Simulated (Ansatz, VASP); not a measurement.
# K2NaIBr2: VASP beside Ansatz

Wanted: the spread between two codes on one cell, functional and k mesh. The cell is generated by rule, not measured, and may not be a known phase. The cell is taken from a series of runs on this material, whose earlier steps may have relaxed, scaled, displaced or heated it; both programs get it as it stands.

Program: Ansatz 0.2.0. Level of theory: plane waves, with VASP 6.6.1 beside it; relaxation of cell and atoms at LDA. Results are calculated unless marked as measured.

The structure was built from a prototype and need not be the compound's stable phase.

## (1) The starting structure

It takes space group I4/mmm (No. 139, tetragonal). The conventional cell has a = 4.472 Å, b = 4.472 Å, c = 19.095 Å, α = 90.00°, β = 90.00°, γ = 90.00°. Br has 1 Na at 3.06 Å and 5 K at 3.17 to 3.20 Å nearest. Nearest to I lie 4 Na at 3.16 Å and 2 K at 3.29 Å. Nearest to K lie 5 Br at 3.17 to 3.20 Å and 1 I at 3.29 Å. Nearest to Na lie 2 Br at 3.06 Å and 4 I at 3.16 Å. Farther neighbours and most contacts between anions are not listed.

## (2) VASP: relaxation of cell and atoms, LDA

The relaxed volume is the usual yardstick between codes: in a stiff, nearly cubic crystal its relative difference is about their pressure difference at one cell divided by the bulk modulus.

Lines of VASP's logs that name or quote its potential files are left out, and so is its time.

INCAR reads:

```
SYSTEM = K2NaIBr2
PREC = Accurate
ENCUT = 500
EDIFF = 1E-07
NELM = 120
ISMEAR = 0
SIGMA = 0.02
LREAL = .FALSE.
ALGO = Normal
GGA = PW92
NBANDS = 29
LORBIT = 11
LWAVE = .FALSE.
LCHARG = .FALSE.
ISIF = 3
IBRION = 2
NSW = 80
EDIFFG = -0.005
LASPH = .TRUE.
GGA_COMPAT = .FALSE.
NELMIN = 4
EFERMI = MIDGAP
KPAR = 2
```

POSCAR reads:

```
K2NaIBr2
1.0
    3.1623100000      3.1623100000      0.0000000000
   -3.1623100000      3.1623100000      0.0000000000
    3.1623100000      0.0000000000      9.5473010000
Br I K Na
2 1 2 1
Direct
    0.5064124143      0.4935875857      0.9871751713
    0.8269209539      0.1730790461      0.3461580922
    0.1666666841      0.8333333159      0.6666666318
    0.9943283447      0.0056716553      0.0113433105
    0.3390050235      0.6609949765      0.3219899530
    0.6666666841      0.3333333159      0.6666666318
```

KPOINTS reads:

```
Automatic mesh
0
Gamma
6 6 6
0 0 0
```

PAW data sets: Br, I, K_sv and Na_pv (LDA family, release 64).

Run with:

```
> mpirun -np 2 vasp_std
```

Numbers of over 12 decimals in the logs are rounded to 6 here.

Output:

```text
[banner, memory and clock lines left out]
running    2 mpi-ranks, on    1 nodes
 distrk:  each k-point on    1 cores,    2 groups
 distr:  one band on    1 cores,    1 groups

 POSCAR found type information on POSCAR BrI K Na
 POSCAR found :  4 types and       6 ions
|                                                                             |
|               ----> ADVICE to this user running VASP <----                  |
|                                                                             |
|     You enforced a specific xc type in the INCAR file but a different       |
|     [... a line on the potential file left out ...]
|     I HOPE YOU KNOW WHAT YOU ARE DOING!                                     |
|                                                                             |

 LDA part: xc-table for (Slater(with rela. corr.)+PW92), standard interpolation
 POSCAR, INCAR and KPOINTS ok, starting setup
 FFT: planning ... GRIDC
 FFT: planning ... GRID_SOFT
 FFT: planning ... GRID
 WAVECAR not read
 entering main loop
       N       E                     dE             d eps       ncg     rms          rms(c)
DAV:   1     0.376853360825E+03    0.37685E+03   -0.20004E+04  1740   0.139E+03
DAV:   2     0.115846637065E+02   -0.36527E+03   -0.35429E+03  2226   0.372E+02
DAV:   3    -0.191266528862E+02   -0.30711E+02   -0.30621E+02  2499   0.101E+02
DAV:   4    -0.200023369252E+02   -0.87568E+00   -0.87396E+00  2656   0.181E+01
DAV:   5    -0.200349746482E+02   -0.32638E-01   -0.32625E-01  2745   0.246E+00    0.645E+00
DAV:   6    -0.196626731330E+02    0.37230E+00   -0.62022E-01  2035   0.337E+00    0.449E+00
DAV:   7    -0.196083275471E+02    0.54346E-01   -0.50010E-01  2220   0.299E+00    0.138E+00
DAV:   8    -0.196020519842E+02    0.62756E-02   -0.95685E-02  2131   0.172E+00    0.447E-01
DAV:   9    -0.196022655478E+02   -0.21356E-03   -0.46942E-03  2377   0.333E-01    0.250E-01
DAV:  10    -0.196021643133E+02    0.10123E-03   -0.80503E-04  2568   0.161E-01    0.112E-01
DAV:  11    -0.196020966598E+02    0.67653E-04   -0.24070E-04  2308   0.975E-02    0.248E-02
DAV:  12    -0.196020997044E+02   -0.30446E-05   -0.31708E-05  2143   0.260E-02    0.138E-02
DAV:  13    -0.196020965450E+02    0.31594E-05   -0.32166E-06  2758   0.105E-02    0.864E-03
DAV:  14    -0.196020939770E+02    0.25680E-05   -0.50414E-06  2209   0.140E-02    0.662E-03
DAV:  15    -0.196020940038E+02   -0.26755E-07   -0.18711E-06  2118   0.541E-03    0.312E-03
DAV:  16    -0.196020940281E+02   -0.24320E-07   -0.19238E-07  1937   0.186E-03
   1 F= -.19602094E+02 E0= -.19602094E+02  d E =-.196021E+02
 curvature:   0.00 expect dE= 0.000E+00 dE for cont linesearch  0.000E+00
 trial: gam= 0.00000 g(F)=  0.666E-05 g(S)=  0.112E-03 ort = 0.000E+00 (trialstep = 0.100E+01)
 search vector abs. value=  0.118E-03
 bond charge predicted
       N       E                     dE             d eps       ncg     rms          rms(c)
DAV:   1    -0.196029086780E+02   -0.81467E-03   -0.18155E-02  2059   0.109E+00    0.162E-01
DAV:   2    -0.196023294940E+02    0.57918E-03   -0.13395E-03  2319   0.247E-01    0.680E-02
DAV:   3    -0.196021867071E+02    0.14279E-03   -0.35421E-04  2520   0.120E-01    0.475E-02
DAV:   4    -0.196021825080E+02    0.41991E-05   -0.22995E-05  3226   0.183E-02    0.171E-02
DAV:   5    -0.196021804172E+02    0.20908E-05   -0.13294E-05  2929   0.178E-02    0.427E-03
DAV:   6    -0.196021804370E+02   -0.19882E-07   -0.57939E-07  2292   0.403E-03
   2 F= -.19602180E+02 E0= -.19602180E+02  d E =-.864089E-04
 trial-energy change:   -0.000086  1 .order   -0.000084   -0.000118   -0.000049
 step:   1.5106(harm=  1.6981)  dis= 0.00057  next Energy=   -19.602193 (dE=-0.992E-04)
 bond charge predicted
       N       E                     dE             d eps       ncg     rms          rms(c)
DAV:   1    -0.196023877219E+02   -0.20730E-03   -0.47278E-03  2044   0.554E-01    0.826E-02
DAV:   2    -0.196022368244E+02    0.15090E-03   -0.34881E-04  2299   0.126E-01    0.348E-02
DAV:   3    -0.196021995536E+02    0.37271E-04   -0.92368E-05  2513   0.612E-02    0.244E-02
DAV:   4    -0.196021984702E+02    0.10834E-05   -0.60535E-06  3232   0.939E-03    0.871E-03
DAV:   5    -0.196021979158E+02    0.55445E-06   -0.34499E-06  2937   0.911E-03    0.218E-03
DAV:   6    -0.196021979207E+02   -0.49135E-08   -0.13878E-07  1723   0.205E-03
   3 F= -.19602198E+02 E0= -.19602198E+02  d E =-.103893E-03
 curvature:  -0.79 expect dE=-0.262E-05 dE for cont linesearch -0.121E-05
 trial: gam=-0.08592 g(F)=  0.245E-05 g(S)=  0.881E-06 ort = 0.135E-04 (trialstep = 0.110E+01)
 search vector abs. value=  0.188E-05
 reached required accuracy - stopping structural energy minimisation
```

OUTCAR, selected parts (step 2):

```text
ion  position               nearest neighbor table
   1  0.506  0.494  0.987-   4 3.17   4 3.17   4 3.17   4 3.17   5 3.20
   2  0.827  0.173  0.346-   5 3.17   5 3.17   5 3.17   5 3.17   4 3.20
   3  0.167  0.833  0.667-   6 3.16   6 3.16   6 3.16   6 3.16   4 3.29   5 3.29
   4  0.994  0.006  0.011-   1 3.17   1 3.17   1 3.17   1 3.17   2 3.20   3 3.29
   5  0.339  0.661  0.322-   2 3.17   2 3.17   2 3.17   2 3.17   1 3.20   3 3.29
   6  0.667  0.333  0.667-   3 3.16   3 3.16   3 3.16   3 3.16

  LATTYP: Found a body centered tetragonal cell.
 ALAT       =     4.4721816904
 C/A-ratio  =     4.2696391430

 Subroutine GETGRP returns: Found 16 space group operations
 (whereof  8 operations were pure point group operations)

The static configuration has the point symmetry C_4v.
 The point group associated with its full space group is D_4h.

 Found     30 irreducible k-points:

   k-points           NKPTS =     30   k-points in BZ     NKDIM =     30   number of bands    NBANDS=     29

   dimension x,y,z NGX =    36 NGY =   36 NGZ =   80
   dimension x,y,z NGXF=    72 NGYF=   72 NGZF=  160

   ENCUT  =  500.0 eV  36.75 Ry    6.06 a.u.   8.15  8.15 18.34*2*pi/ulx,y,z

   NELECT =      46.0000    total number of electrons

 k-points in reciprocal lattice and weights: Automatic mesh
   0.00000000  0.00000000  0.00000000       0.005
   0.16666667  0.00000000 -0.00000000       0.037
   0.33333333  0.00000000 -0.00000000       0.037
   0.50000000  0.00000000 -0.00000000       0.019
   0.16666667  0.16666667  0.00000000       0.019
   0.33333333  0.16666667 -0.00000000       0.074
   0.50000000  0.16666667 -0.00000000       0.074
  -0.33333333  0.16666667 -0.00000000       0.074
  -0.16666667  0.16666667  0.00000000       0.037
[...]
-0.16666667  0.16666667  0.33333333       0.019
   0.00000000  0.00000000  0.50000000       0.005

 average (electrostatic) potential at core
       1 -69.9366       2 -69.9366       3 -94.6866       4 -34.9962       5 -34.9962
       6 -46.7616

 E-fermi :   1.5687

 k-point     1 :       0.0000    0.0000    0.0000
  band No.  band energies     occupation
    ...
     19      -1.0498      2.00000
     20      -1.0498      2.00000
     21      -0.4676      2.00000
     22      -0.3428      2.00000
     23      -0.3428      2.00000
     24       3.4653      0.00000
     25       4.8536      0.00000
     26       5.3035      0.00000
     27       5.3239      0.00000
     28       6.0407      0.00000
    ...

 k-point     2 :       0.1667    0.0000   -0.0000
  band No.  band energies     occupation
    ...
     19      -1.1196      2.00000
     20      -1.0849      2.00000
     21      -0.7523      2.00000
     22      -0.5059      2.00000
     23      -0.3505      2.00000
     24       4.0733      0.00000
     25       5.2106      0.00000
     26       5.4297      0.00000
     27       6.0095      0.00000
     28       6.2172      0.00000
    ...

 k-point     3 :       0.3333    0.0000   -0.0000
  band No.  band energies     occupation
    ...
     19      -1.2280      2.00000
     20      -1.1941      2.00000
     21      -1.0211      2.00000
     22      -0.6448      2.00000
     23      -0.3415      2.00000
     24       5.1030      0.00000
     25       5.4195      0.00000
     26       5.8322      0.00000
     27       6.2555      0.00000
     28       7.1581      0.00000
    ...

  Total        0.0039797      0.0039797      0.0088280      0.0000000      0.0000000      0.0000000
  in kB        0.0333097      0.0333097      0.0738895      0.0000000      0.0000000      0.0000000
  external PRESSURE =       0.0468363 kB  Pullay stress =       0.0000000 kB

  energy-cutoff  :      500.00
  volume of cell :      191.42
      direct lattice vectors                 reciprocal lattice vectors
     3.164699434  3.164699434  0.000000000     0.157992887  0.157992887 -0.052320925
    -3.164699434  3.164699434  0.000000000    -0.157992887  0.157992887  0.052320925
     3.164699434  0.000000000  9.556405955     0.000000000  0.000000000  0.104641850

 POSITION                                       TOTAL-FORCE (eV/Angst)
 -----------------------------------------------------------------------------------
      3.16470      3.16470      9.43327        -0.000000     -0.000000     -0.004999
      3.16470      3.16470      3.30860         0.000000     -0.000000      0.004999
      0.00000      3.16470      6.37094         0.000000      0.000000      0.000000
      3.16470      3.16470      0.10860         0.000000     -0.000000      0.000613
     -0.00000      3.16470      3.07687        -0.000000     -0.000000     -0.000613
      3.16470      3.16470      6.37094         0.000000     -0.000000      0.000000
 -----------------------------------------------------------------------------------
    total drift:                                0.000005     -0.000000      0.000035

  FREE ENERGIE OF THE ION-ELECTRON SYSTEM (eV)
  ---------------------------------------------------
  free  energy   TOTEN  =       -19.6021979207 eV

  energy  without entropy=      -19.6021979207  energy(sigma->0) =      -19.60219792

 reached required accuracy - stopping structural energy minimisation

 total charge
# of ion       s       p       d       tot
------------------------------------------
    1        1.602   3.292   0.002   4.895
    2        1.602   3.292   0.002   4.895
    3        1.499   2.861   0.003   4.363
    4        1.960   5.566   0.036   7.563
    5        1.960   5.566   0.036   7.563
    6        0.046   5.974   0.000   6.020
--------------------------------------------------
tot          8.669  26.551   0.080  35.299

[... 3 further parts left out ...]
```

CONTCAR:

```
K2NaIBr2
   1.00000000000000
     3.1646994344275239    3.1646994344275239    0.0000000000000000
    -3.1646994344275239    3.1646994344275239    0.0000000000000000
     3.1646994344275239    0.0000000000000000    9.5564059547576417
  Br              I               K               Na
     2     1     2     1
Direct
     0.5064424372415548    0.4935575627584451    0.9871151254168956
     0.8268909309584469    0.1731090690415531    0.3462181380831063
     0.1666666841000009    0.8333333158999991    0.6666666317999983
     0.9943181712316081    0.0056818287683919    0.0113636574367892
     0.3390151969683936    0.6609848030316064    0.3219696060632127
     0.6666666841000009    0.3333333158999991    0.6666666317999983
```

The run keeps the 16 symmetry operations of its start, so it cannot find a distortion of lower symmetry.

[end of part 1 of 2]

[Lines on the potential files, build, host, timing and source positions are cut from VASP's logs without a mark.]

[Logs are printed without paths, hosts, clocks, repeated set-up lines and the standing remarks that a program may print on its own settings, such as how far it seeks lower states.]

[Hosts, paths, dates, database ids (printed as entryN), source tags and the programs' standing remarks are cut or masked in the printed files.]
